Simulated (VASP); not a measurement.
The system is TiSi2.

```
Ti Si
1.0
     0.00000    4.11800    4.26150
     2.38650    0.00000    4.26150
     2.38650    4.11800    0.00000
Ti Si
2 4
Direct
  0.75000 0.75000 0.75000
  0.50000 0.50000 0.50000
  0.08300 0.41700 0.08300
  0.41700 0.08300 0.41700
  0.16700 0.83300 0.16700
  0.83300 0.16700 0.83300
```

- Program: VASP 6.6.1
- Task: relaxation of cell and atoms
- Functional: PBE
- Potentials or basis: VASP PAW PBE potentials, release 64 (Ti_sv, Si)
- Cutoff: 600 eV
- k mesh: 12 × 12 × 12
- Occupations: methfessel-paxton, width 0.1 eV
- Spin: no spin polarisation

At the start: pressure 2.2 GPa; volume 13.96 Å³/atom.

**Question.** Where does the relaxation end?

**Answer.** Over 8 steps the energy falls by 3.7 meV/atom and the volume is 14.17 Å³/atom (+1.5 %); space group Fddd (No. 70, to 0.05 Å).

The path:
| step | energy change (eV) | largest force (eV/Å) | pressure (GPa) | volume (Å³) |
| --- | --- | --- | --- | --- |
| 1 | 0.0000 | 0.1988 | 2.23 | 83.76 |
| 2 | -0.0084 | 0.1377 | -1.89 | 86.13 |
| 3 | -0.0131 | 0.1598 | -0.40 | 85.23 |
| 4 | -0.0180 | 0.1068 | -0.25 | 85.17 |
| 5 | -0.0200 | 0.0402 | -0.04 | 85.10 |
| 6 | -0.0222 | 0.0029 | -0.02 | 85.01 |
| 7 | -0.0222 | 0.0020 | -0.01 | 85.01 |
| 8 | -0.0222 | 0.0007 | 0.03 | 85.01 |

Final structure:
```yaml
crystal:
  lattice:
    - [0.00000, 4.13182, 4.28166]
    - [2.40251, 0.00000, 4.28166]
    - [2.40251, 4.13182, 0.00000]
  atoms:
    - { symbol: Ti, position: [0.75000, 0.75000, 0.75000] }
    - { symbol: Ti, position: [0.50000, 0.50000, 0.50000] }
    - { symbol: Si, position: [0.08701, 0.41299, 0.08701] }
    - { symbol: Si, position: [0.41299, 0.08701, 0.41299] }
    - { symbol: Si, position: [0.16299, 0.83701, 0.16299] }
    - { symbol: Si, position: [0.83701, 0.16299, 0.83701] }
```
